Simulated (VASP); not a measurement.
Calculation: LDA (Ceperley-Alder, Perdew-Zunger), VASP's LDA PAW potentials (set 64) (plane waves; VASP).

VASP ran on this input.

**POSCAR**
```
TiCo
1.0
  2.8782896838   0.0000000000   0.0000000000
  0.0000000000   2.8782896838   0.0000000000
  0.0000000000   0.0000000000   2.8782896838
Ti Co
1 1
Direct
  0.0000000000   0.0000000000   0.0000000000
  0.5000000000   0.5000000000   0.5000000000
```

### KPOINTS
```
Automatic mesh
0
Gamma
13 13 13
0 0 0
```

### INCAR
```
ALGO  =  Normal
EDIFF  =  1E-6
EDIFFG  =  -0.02
ENCUT  =  500
IBRION  =  2
ISIF  =  3
ISMEAR  =  1
LASPH  =  .True.
LCHARG  =  .False.
LMAXMIX  =  4
LREAL  =  .False.
LWAVE  =  .False.
NELM  =  100
NSW  =  40
PREC  =  Accurate
PSTRESS  =  50
SIGMA  =  0.1
SYSTEM  =  TiCo
```

POTCAR, in this order: Ti_sv Co (LDA.64 set). Program: vasp_std.

The run wrote:

### OUTCAR
```
 ion  position               nearest neighbor table
   1  0.000  0.000  0.000-   2 2.49   2 2.49   2 2.49   2 2.49   2 2.49   2 2.49   2 2.49   2 2.49
  LATTYP: Found a simple cubic cell.
 ALAT       =     2.8782896838
 Subroutine PRICEL returns:
 Original cell was already a primitive cell.
 Subroutine GETGRP returns: Found 48 space group operations
The static configuration has the point symmetry O_h .
The dynamic configuration has the point symmetry O_h .
 Subroutine INISYM returns: Found 48 space group operations
 Subroutine IBZKPT returns following result:
 Found     84 irreducible k-points:

 Following reciprocal coordinates:
            Coordinates               Weight
  0.000000  0.000000  0.000000      1.000000
  0.076923  0.000000  0.000000      6.000000
  0.153846  0.000000  0.000000      6.000000
  0.230769  0.000000  0.000000      6.000000
  0.307692  0.000000  0.000000      6.000000
  0.384615  0.000000  0.000000      6.000000
  0.461538  0.000000  0.000000      6.000000
  0.076923  0.076923  0.000000     12.000000
  0.153846  0.076923  0.000000     24.000000
  0.230769  0.076923  0.000000     24.000000
  0.307692  0.076923  0.000000     24.000000
  0.384615  0.076923  0.000000     24.000000
  0.461538  0.076923  0.000000     24.000000
  0.153846  0.153846  0.000000     12.000000
  0.230769  0.153846  0.000000     24.000000
  0.307692  0.153846  0.000000     24.000000
  0.384615  0.153846  0.000000     24.000000
  0.461538  0.153846  0.000000     24.000000
  0.230769  0.230769  0.000000     12.000000
  0.307692  0.230769  0.000000     24.000000
  0.384615  0.230769  0.000000     24.000000
  0.461538  0.230769  0.000000     24.000000
  0.307692  0.307692  0.000000     12.000000
  0.384615  0.307692  0.000000     24.000000
  0.461538  0.307692  0.000000     24.000000
...
```

File OSZICAR:
```
       N       E                     dE             d eps       ncg     rms          rms(c)
DAV:   1     0.145228915708E+03    0.14523E+03   -0.10234E+04  2360   0.188E+03
DAV:   2    -0.107365030857E+02   -0.15597E+03   -0.15324E+03  2382   0.408E+02
DAV:   3    -0.195336366081E+02   -0.87971E+01   -0.87307E+01  3662   0.107E+02
DAV:   4    -0.197824288409E+02   -0.24879E+00   -0.24811E+00  2924   0.148E+01
DAV:   5    -0.197911245418E+02   -0.86957E-02   -0.86950E-02  3428   0.254E+00    0.146E+01
DAV:   6    -0.181262909108E+02    0.16648E+01   -0.13182E+01  2652   0.573E+01    0.690E+00
DAV:   7    -0.196827785430E+02   -0.15565E+01   -0.22587E+01  3758   0.526E+01    0.193E+01
DAV:   8    -0.175782234421E+02    0.21046E+01   -0.12543E+01  3460   0.378E+01    0.184E+00
DAV:   9    -0.176105326720E+02   -0.32309E-01   -0.28052E-01  3376   0.557E+00    0.194E+00
DAV:  10    -0.175905967545E+02    0.19936E-01   -0.94086E-02  3522   0.408E+00    0.433E-01
DAV:  11    -0.175896527111E+02    0.94404E-03   -0.56681E-03  2990   0.904E-01    0.219E-01
DAV:  12    -0.175892505511E+02    0.40216E-03   -0.16043E-03  3582   0.346E-01    0.421E-02
DAV:  13    -0.175892488769E+02    0.16742E-05   -0.36994E-05  2478   0.676E-02    0.305E-02
DAV:  14    -0.175892432609E+02    0.56160E-05   -0.30992E-05  3324   0.603E-02    0.578E-03
DAV:  15    -0.175892430381E+02    0.22276E-06   -0.12465E-06  1508   0.181E-02
   1 F= -.16845089E+02 E0= -.16845520E+02  d E =-.168451E+02
```

**OUTCAR**
```
------------------------ aborting loop because EDIFF is reached ----------------------------------------
  FORCE on cell =-STRESS in cart. coord.  units (eV):
  Direction    XX          YY          ZZ          XY          YZ          ZX
  --------------------------------------------------------------------------------------
  Total        0.7257605      0.7257605      0.7257605      0.0000000      0.0000000      0.0000000
  in kB       48.7641210     48.7641210     48.7641210      0.0000000      0.0000000      0.0000000
  external PRESSURE =      -1.2358790 kB  Pullay stress =      50.0000000 kB
  volume of cell :       23.85
      direct lattice vectors                 reciprocal lattice vectors
     2.878289684  0.000000000  0.000000000     0.347428546  0.000000000  0.000000000
     0.000000000  2.878289684  0.000000000     0.000000000  0.347428546  0.000000000
     0.000000000  0.000000000  2.878289684     0.000000000  0.000000000  0.347428546
 POSITION                                       TOTAL-FORCE (eV/Angst)
 -----------------------------------------------------------------------------------
      0.00000      0.00000      0.00000         0.000000      0.000000      0.000000
      1.43914      1.43914      1.43914         0.000000      0.000000      0.000000
 -----------------------------------------------------------------------------------
    total drift:                                0.000000      0.000000     -0.000000
  FREE ENERGIE OF THE ION-ELECTRON SYSTEM (eV)
  ---------------------------------------------------
  free  energy   TOTEN  =       -17.5892430381 eV

  energy  without entropy=      -17.5905352664  energy(sigma->0) =      -17.58967378
  enthalpy is  TOTEN    =       -16.8450888586 eV   P V=        0.7441541795

 reached required accuracy - stopping structural energy minimisation
```
(Selected blocks of OUTCAR.)

OUTCAR:
```
 val. band max:       11.1284571198   @ k =   0.4615   0.1538   0.0769

 cond. band min:      11.1374851950   @ k =   0.4615   0.1538   0.1538


 Fermi energy:        11.1327018053

 k-point     1 :       0.0000    0.0000    0.0000
  band No.  band energies     occupation
      1     -45.1811      2.00000
      2     -21.6111      2.00000
      3     -21.6111      2.00000
      4     -21.6111      2.00000
      5       3.1195      2.00000
      6       6.7681      2.00000
      7       6.7681      2.00000
      8       9.4842      2.00000
      9       9.4842      2.00000
     10       9.4842      2.00000
     11      11.9974     -0.00000
     12      11.9974     -0.00000
     13      14.2630      0.00000
     14      14.2630      0.00000

 k-point     2 :       0.0769    0.0000    0.0000
  band No.  band energies     occupation
      1     -45.1780      2.00000
      2     -21.6378      2.00000
      3     -21.6093      2.00000
      4     -21.6093      2.00000
      5       3.2499      2.00000
      6       6.8277      2.00000
      7       6.8371      2.00000
      8       9.4755      2.00000
      9       9.4755      2.00000
     10       9.5091      2.00000
     11      11.9245     -0.00000
     12      12.0269     -0.00000
     13      14.0702      0.00000
     14      14.0702      0.00000

 k-point     3 :       0.1538    0.0000    0.0000
  band No.  band energies     occupation
      1     -45.1694      2.00000
      2     -21.7113      2.00000
      3     -21.6043      2.00000
      4     -21.6043      2.00000
      5       3.6313      2.00000
      6       7.0029      2.00000
      7       7.0253      2.00000
      8       9.4538      2.00000
      9       9.4538      2.00000
     10       9.5801      2.00000
     11      11.7114     -0.00000
     12      12.0982     -0.00000
     13      13.5937      0.00000
     14      13.5937      0.00000

 k-point     4 :       0.2308    0.0000    0.0000
  band No.  band energies     occupation
...
```

The compound is TiCo in the CsCl type structure. It was relaxed first under an external pressure of 5 GPa. The run is not spin-polarised, so no magnetic state was tried. The electron count is odd and the run is not spin-polarised, which forces a metal.
